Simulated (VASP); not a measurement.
# Titanium with optB86b-vdW: from relaxation to properties, part 2 of 4

Wanted: the relaxed cell of Titanium and its properties. Left out of this account: 1 further run (phonons: it ended without a result to show). This is not the structure that Ti takes at ambient conditions. The start is a cell from a database of measured crystal structures.

VASP 6.6.1; optB86b-vdW; plane waves and PAW (Ti_sv).

Still holding for the runs below: The k-mesh is coarse for a metal.

So far. Step 2 (Full relaxation (optB86b-vdW)): It ends with forces that vanish by symmetry and a pressure of -0.01 GPa. The volume lies -5.8 % from that of the database's start, which holds the thermal and zero-point expansion of its experiment. Step 3 (Second relaxation): It ends with forces that vanish by symmetry and a pressure of 0.02 GPa. The volume moved by only 0.15 %, so the volume is settled. The relaxed cell has a = 3.216 Å (conventional setting).

### 4. Density, ELF and potential (optB86b-vdW)

The relaxed cell gets a fresh self-consistent run, on a basis set for its own volume, to fix the density and to check the remaining stress.

The input, INCAR:

```
SYSTEM = Ti
PREC = Accurate
ENCUT = 400
EDIFF = 1E-06
NELM = 100
ISMEAR = 1
SIGMA = 0.2
LREAL = .FALSE.
ALGO = Normal
GGA = MK
AGGAC = 0
LUSE_VDW = .TRUE.
PARAM1 = 0.1234
PARAM2 = 1
LASPH = .TRUE.
NBANDS = 12
LORBIT = 11
LWAVE = .FALSE.
LCHARG = .TRUE.
ISIF = 2
LELF = .TRUE.
LVHAR = .TRUE.
```

The input, POSCAR:

```
Ti
1.0
   -1.6077865690      1.6077865690      1.6077865690
    1.6077865690     -1.6077865690      1.6077865690
    1.6077865690      1.6077865690     -1.6077865690
Ti
1
Direct
    0.0000000000      0.0000000000      0.0000000000
```

The input, KPOINTS:

```
Automatic mesh
0
Gamma
10 10 10
0 0 0
```

Potentials, in the order of the species: Ti_sv (PBE family, release 64).

Launch:

```
> mpirun -np 2 vasp_std
```

Output:

```text
[banner, memory and clock lines left out]
running    2 mpi-ranks, on    1 nodes
 distrk:  each k-point on    2 cores,    1 groups
 distr:  one band on    1 cores,    2 groups

 POSCAR found type information on POSCAR Ti
 POSCAR found :  1 types and       1 ions
 [... a notice as in an earlier step ...]

 [... a notice as in an earlier step ...]

 LDA part: xc-table for (Slater+PW92), standard interpolation
 POSCAR, INCAR and KPOINTS ok, starting setup
 FFT: planning ... GRIDC
 FFT: planning ... GRID_SOFT
 FFT: planning ... GRID
 WAVECAR not read
 entering main loop
       N       E                     dE             d eps       ncg     rms          rms(c)
DAV:   1     0.791639054211E+02    0.79164E+02   -0.55351E+03  1144   0.101E+03
DAV:   2    -0.239343015652E+01   -0.81557E+02   -0.79431E+02  1148   0.270E+02
DAV:   3    -0.579764350050E+01   -0.34042E+01   -0.33476E+01  1512   0.580E+01
DAV:   4    -0.586607932466E+01   -0.68436E-01   -0.68317E-01  1228   0.749E+00
DAV:   5    -0.586796664762E+01   -0.18873E-02   -0.18873E-02  1336   0.109E+00    0.867E+00
DAV:   6    -0.492582908692E+01    0.94214E+00   -0.22023E+00  1204   0.210E+01    0.225E+00
DAV:   7    -0.491767067131E+01    0.81584E-02   -0.75451E-02  1308   0.307E+00    0.125E+00
DAV:   8    -0.492556960802E+01   -0.78989E-02   -0.29540E-02  1184   0.216E+00    0.111E-01
DAV:   9    -0.492584980936E+01   -0.28020E-03   -0.21594E-03  1372   0.464E-01    0.651E-02
DAV:  10    -0.492588293450E+01   -0.33125E-04   -0.15646E-04  1196   0.147E-01    0.101E-02
DAV:  11    -0.492586772183E+01    0.15213E-04   -0.17705E-05  1324   0.652E-02    0.557E-03
DAV:  12    -0.492586757597E+01    0.14585E-06   -0.72117E-07   784   0.115E-02
   1 F= -.49258676E+01 E0= -.49279989E+01  d E =0.639401E-02
```

Wall time 7 s (2 MPI ranks of Intel Xeon Platinum 8375C at 2.90GHz (Ice Lake), shared host); peak memory 0.36 GiB.

OUTCAR, selected parts (step 4):

```text
  LATTYP: Found a body centered cubic cell.
 ALAT       =     3.2155731380

The static configuration has the point symmetry O_h .

 Found     47 irreducible k-points:

   NELECT =      12.0000    total number of electrons

 E-fermi :   8.4614

 k-point     1 :       0.0000    0.0000    0.0000
  band No.  band energies     occupation
      1     -47.8066      2.00000
      2     -23.7245      2.00000
      3     -23.7245      2.00000
      4     -23.7245      2.00000
      5       2.5226      2.00000
      6       9.4648     -0.00000
      7       9.4648     -0.00000
      8       9.4648     -0.00000
      9      11.3140     -0.00000
     10      11.3140     -0.00000
    ...

 k-point     2 :       0.1000    0.0000    0.0000
  band No.  band energies     occupation
      1     -47.7915      2.00000
      2     -23.8020      2.00000
      3     -23.7481      2.00000
      4     -23.7250      2.00000
      5       2.8735      2.00000
      6       9.3036     -0.00000
      7       9.4095     -0.00000
      8       9.7256     -0.00000
      9      11.1412     -0.00000
     10      11.3249     -0.00000
    ...

Total vdW correction in eV:      1.9323192

  Total        0.0065818      0.0065818      0.0065818      0.0000000      0.0000000      0.0000000
  in kB        0.6343196      0.6343196      0.6343196      0.0000000      0.0000000      0.0000000
  external PRESSURE =       0.6343196 kB  Pullay stress =       0.0000000 kB

 POSITION                                       TOTAL-FORCE (eV/Angst)
 -----------------------------------------------------------------------------------
      0.00000      0.00000      0.00000        -0.000000     -0.000000      0.000000
 -----------------------------------------------------------------------------------
    total drift:                                0.000000     -0.000000      0.000000

  FREE ENERGIE OF THE ION-ELECTRON SYSTEM (eV)
  ---------------------------------------------------
  free  energy   TOTEN  =        -4.9258675760 eV

  energy  without entropy=       -4.9322615817  energy(sigma->0) =       -4.92799891

Total vdW correction in eV:      1.9323177

[... 8 parts as in an earlier step ...]

[... 5 further parts left out ...]
```

Numbers from this step:

| Quantity | Value |
| --- | --- |
| electronic steps | 12 |
| pressure | 0.06343 GPa |

Valence electrons inside each PAW sphere by angular momentum. Sphere charges, by row:

```
atom  s (e)  p (e)  d (e)  tot (e)
 Ti1  2.248  6.117  1.968    10.33
```

Electrostatic potential energy in the ac plane of the conventional cell at fractional y = 0.000, with atoms of Ti within 0.2 Å of it. With pseudopotentials it is smooth inside the atoms' cores, unlike the true potential.

Ten even steps from '0' (-62 eV) to '9' (2 eV), each cell a mean:
```
00147999997310
01368999997521
34579999999753
67899999999977
99999999999999
99999999999999
99999999999999
99999999999999
99999999999999
78899999999987
45689999999764
12468999998531
00258999997410
00147999996300
```
Columns run along a (3.2 Å; values clipped at the 3rd and 97th percentile), rows up along c (3.2 Å), edges of the conventional cell, whose origin can differ from the input's. Atoms in or near the plane, at fractional coordinates: Ti at (0.00, 0.00).

ELF in the ac plane of the conventional cell at fractional y = 0.000, with atoms of Ti within 0.2 Å of it. It is the smooth field of the valence electrons, not physical close to the nuclei.

Ten even steps from '0' (0.16) to '9' (0.97), each cell a mean:
```
98510023200268
76310134200146
32100244310012
00001344420000
00013444432100
12334444444322
33444433444443
22344443444432
00123444443210
00001344431000
21000244310011
65200134300135
98510023200268
99620023100379
```
Columns run along a (3.2 Å), rows up along c (3.2 Å), edges of the conventional cell, whose origin can differ from the input's. Atoms in or near the plane, at fractional coordinates: Ti at (0.00, 0.00).

Valence density in the ac plane of the conventional cell at fractional y = 0.000, with atoms of Ti within 0.2 Å of it. It is the smooth field of the valence electrons, not physical close to the nuclei.

Ten steps, logarithmic in the rise over the least value, from '0' (0 e/Å³) to '9' (14 e/Å³), each cell a mean:
```
99742000002589
87631000002468
65420000001245
32100000000122
10000000000000
00000000000000
00000000000000
00000000000000
00000000000000
22100000000012
54310000000234
77531000001467
98742000002579
99752000013689
```
Columns run along a (3.2 Å), rows up along c (3.2 Å), edges of the conventional cell, whose origin can differ from the input's. Atoms in or near the plane, at fractional coordinates: Ti at (0.00, 0.00).

In this run the pressure is 0.06 GPa, small enough to go on.

### 5. Band structure (optB86b-vdW)

Levels along the symmetry lines show where the bands peak and cross; KPOINTS_OPT computes them in the converged potential.

Changes to INCAR since step 4:

```diff
@@ -15,8 +15,6 @@
 LASPH = .TRUE.
-NBANDS = 12
+NBANDS = 17
 LORBIT = 11
 LWAVE = .FALSE.
-LCHARG = .TRUE.
-ISIF = 2
-LELF = .TRUE.
-LVHAR = .TRUE.
+LCHARG = .FALSE.
+KPAR = 2
```

POSCAR is that of step 4.

KPOINTS is that of step 4.

The input, KPOINTS_OPT:

```
Line mode
16
Line-mode
Reciprocal
  0.00000000   0.00000000   0.00000000 GAMMA
  0.50000000  -0.50000000   0.50000000 H

  0.50000000  -0.50000000   0.50000000 H
  0.00000000   0.00000000   0.50000000 N

  0.00000000   0.00000000   0.50000000 N
  0.00000000   0.00000000   0.00000000 GAMMA

  0.00000000   0.00000000   0.00000000 GAMMA
  0.25000000   0.25000000   0.25000000 P

  0.25000000   0.25000000   0.25000000 P
  0.50000000  -0.50000000   0.50000000 H

  0.25000000   0.25000000   0.25000000 P
  0.00000000   0.00000000   0.50000000 N
```

Launch:

```
> mpirun -np 2 vasp_std
```

Output:

```text
[... set-up lines as in an earlier step ...]
 entering main loop
       N       E                     dE             d eps       ncg     rms          rms(c)
DAV:   1     0.815241200020E+02    0.81524E+02   -0.49266E+03  1694   0.724E+02
DAV:   2    -0.278394137540E+01   -0.84308E+02   -0.80567E+02  1721   0.209E+02
DAV:   3    -0.582982075069E+01   -0.30459E+01   -0.30293E+01  1824   0.438E+01
DAV:   4    -0.586755498195E+01   -0.37734E-01   -0.37718E-01  1903   0.455E+00
DAV:   5    -0.586801730229E+01   -0.46232E-03   -0.46231E-03  1795   0.462E-01    0.867E+00
DAV:   6    -0.492417131399E+01    0.94385E+00   -0.11221E+00  1662   0.148E+01    0.219E+00
DAV:   7    -0.491768324883E+01    0.64881E-02   -0.79895E-02  2023   0.232E+00    0.130E+00
DAV:   8    -0.492675224673E+01   -0.90690E-02   -0.43313E-02  1630   0.210E+00    0.253E-01
DAV:   9    -0.492576405005E+01    0.98820E-03   -0.29158E-03  1995   0.619E-01    0.717E-02
DAV:  10    -0.492586922554E+01   -0.10518E-03   -0.21967E-04  1722   0.103E-01    0.990E-03
DAV:  11    -0.492586786117E+01    0.13644E-05   -0.13050E-05  1973   0.263E-02    0.621E-03
DAV:  12    -0.492586802827E+01   -0.16710E-06   -0.11872E-06  1978   0.111E-02
   1 F= -.49258680E+01 E0= -.49279993E+01  d E =0.639392E-02
 Start KPOINTS_OPT (optional k-point list driver)
k-point batch [1-47\96]
       N       E                     dE             ncg
DAV:   1    -0.575402810951E+04   -0.22635E+05     1638
DAV:   2    -0.983501275761E+04   -0.40810E+04     1785
DAV:   3    -0.999870579804E+04   -0.16369E+03     1807
DAV:   4    -0.100010521348E+05   -0.23463E+01     1815
DAV:   5    -0.100010964915E+05   -0.44357E-01     1796
DAV:   6    -0.100010976795E+05   -0.11880E-02     1850
DAV:   7    -0.100010977181E+05   -0.38567E-04     1629
DAV:   8    -0.100010977194E+05   -0.13569E-05     1443
DAV:   9    -0.100010977195E+05   -0.57858E-07      943
[...]
k-point batch [95-96\96]
       N       E                     dE             ncg
DAV:   1     0.198294243420E+05   -0.12385E+04       68
DAV:   2     0.196469788887E+05   -0.18245E+03      100
DAV:   3     0.196401981019E+05   -0.67808E+01       70
DAV:   4     0.196401487120E+05   -0.49390E-01       88
DAV:   5     0.196401482790E+05   -0.43303E-03       70
DAV:   6     0.196401482736E+05   -0.53941E-05       88
DAV:   7     0.196401482735E+05   -0.81985E-07       62
```

The job ended after 14 s (2 MPI ranks; peak memory 0.4 GiB; 27 s of CPU time).

OUTCAR, selected parts (step 5):

```text
   k-points           NKPTS =     47   k-points in BZ     NKDIM =     47   number of bands    NBANDS=     17

   NELECT =      12.0000    total number of electrons

 E-fermi :   8.4616

 k-point     1 :       0.0000    0.0000    0.0000
  band No.  band energies     occupation
      1     -47.8061      2.00000
      2     -23.7240      2.00000
      3     -23.7240      2.00000
      4     -23.7240      2.00000
      5       2.5230      2.00000
      6       9.4650     -0.00000
      7       9.4650     -0.00000
      8       9.4650     -0.00000
      9      11.3143     -0.00000
     10      11.3143     -0.00000
    ...

Total vdW correction in eV:      1.9322872

  Total        0.0014974      0.0014974      0.0014974     -0.0000000     -0.0000000     -0.0000000
  in kB        0.1443135      0.1443135      0.1443135     -0.0000000     -0.0000000     -0.0000000
  external PRESSURE =       0.1443135 kB  Pullay stress =       0.0000000 kB

 POSITION                                       TOTAL-FORCE (eV/Angst)
 -----------------------------------------------------------------------------------
      0.00000      0.00000      0.00000        -0.000000     -0.000000      0.000000
 -----------------------------------------------------------------------------------
    total drift:                                0.000000      0.000000      0.000000

  FREE ENERGIE OF THE ION-ELECTRON SYSTEM (eV)
  ---------------------------------------------------
  free  energy   TOTEN  =        -4.9258680283 eV

  energy  without entropy=       -4.9322619438  energy(sigma->0) =       -4.92799933

Total vdW correction in eV:      1.9323144

[... 7 parts as in an earlier step ...]

[... 9 further parts left out ...]
```

Numbers from this step:

```
bands        : 17
Fermi energy : 8.462 eV
pressure     : 0.01443 GPa
```

Electronic bands along the path, in eV, zero at the Fermi level; # counts the bands kept, so #1 is VASP's band 5:

| point | #1 | #2 | #3 | #4 | #5 | #6 |
| --- | --- | --- | --- | --- | --- | --- |
| Γ | -5.94 | 1.00 | 1.00 | 1.00 | 2.85 | 2.85 |
| 0.47 of the way | -2.87 | 0.25 | 1.23 | 1.23 | 2.28 | 3.68 |
| H | -2.26 | -2.26 | 4.10 | 4.10 | 4.10 | 8.78 |
| 0.47 of the way | -1.64 | -1.23 | 1.47 | 2.03 | 4.27 | 6.71 |
| N | -2.54 | -0.46 | 1.32 | 2.85 | 3.22 | 4.48 |
| 0.47 of the way | -3.81 | 0.14 | 0.40 | 2.58 | 2.67 | 2.98 |
| Γ | -5.94 | 1.00 | 1.00 | 1.00 | 2.85 | 2.85 |
| 0.47 of the way | -3.45 | -0.04 | -0.04 | 2.84 | 2.84 | 3.33 |
| P | -0.62 | -0.62 | -0.62 | 3.28 | 3.28 | 9.49 |
| 0.47 of the way | -0.81 | -0.81 | -0.48 | 3.11 | 3.11 | 8.41 |
| H | -2.26 | -2.26 | 4.10 | 4.10 | 4.10 | 8.78 |
| jump to P | -0.62 | -0.62 | -0.62 | 3.28 | 3.28 | 9.49 |
| 0.47 of the way | -1.58 | -0.67 | 0.20 | 3.08 | 3.25 | 6.50 |
| N | -2.54 | -0.46 | 1.32 | 2.85 | 3.22 | 4.48 |

The electronic bands as a text plot (rows in eV, shown from -5.9 to 2.7 only):

```
    2.6 | *    * *          *   *****
    2.2 |  *  *         * **             *
    1.8 |   **  *       **        **                    *
    1.5 |   *  *             *          *                       *
    1.1 |******          *    *     ****               *
    0.7 |    *              *  *  ***  **                      *
    0.4 |     *           *     ***      *            *       *
    0.0 |                  *    **        *                  *
   -0.3 |      *          * ****           **     ** *      *   *
   -0.7 |       *                            *****  **     *****
   -1.1 |                *                   *    **        *
   -1.4 |        *      *                             **     *
   -1.8 |       ***    ****                             *     *
   -2.1 |      *   ****    *                *            **    *
   -2.5 |                   ****                                *
   -2.9 |     *                            *
   -3.2 |                       *
   -3.6 |    *
   -4.0 |                        *        *
   -4.3 |
   -4.7 |   *                     *      *
   -5.0 |                          *
   -5.4 |  *                            *
   -5.8 |**                         ****
         Γ           H       N        Γ         P        H|P    N
```

There is no gap at this level.

Of the bands kept, 2 cross the Fermi level on this path.

(Continued in part 3 of 4.)

[Lines on the potential files, build, host, timing and source positions are cut from VASP's logs without a mark.]

[Logs are printed without paths, hosts, clocks, repeated set-up lines and the standing remarks that a program may print on its own settings, such as how far it seeks lower states.]

[Hosts, paths, dates, database ids (printed as entryN), source tags and the programs' standing remarks are cut or masked in the printed files.]

[A measured line is paired with the nearest computed mode of its activity, which favours agreement.]
